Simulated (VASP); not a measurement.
Given:

```
CELL_PARAMETERS angstrom
      2.99000     0.00000     0.00000
      0.00000     2.99000     0.00000
      0.00000     0.00000     2.99000
ATOMIC_POSITIONS crystal
  Ti 0.00000 0.00000 0.00000
  Co 0.50000 0.50000 0.50000
```

Computed with PBEsol GGA, VASP's PBE PAW potentials (set 64) (plane waves; VASP 6.6.1). Run with 400 eV cut-off, 11×11×11 Γ-centred mesh, first-order Methfessel-Paxton smearing of 0.10 eV, potentials Ti_sv Co.

Energy and stress use the plane-wave basis of the starting cell.

The ions, cell shape and volume are relaxed. Which structure does the run end with?

```
CELL_PARAMETERS angstrom
      2.92871     0.00000     0.00000
      0.00000     2.92871     0.00000
      0.00000     0.00000     2.92871
ATOMIC_POSITIONS crystal
  Ti 0.00000 0.00000 0.00000
  Co 0.50000 0.50000 0.50000
```
Space group Pm-3m (221), at a tolerance of 0.03 Å.

How do energy and volume change from the first to the last step?

The energy (σ→0) changes by -29.6 meV/atom and the volume by -6.0 %, in 3 ionic steps.

The compound is TiCo in the CsCl type structure. This run relaxes it. Symmetry was kept, so distortions that lower it aren't found. The run is not spin-polarised, so no magnetic state was tried. The electron count is odd and the run is not spin-polarised, which forces a metal.
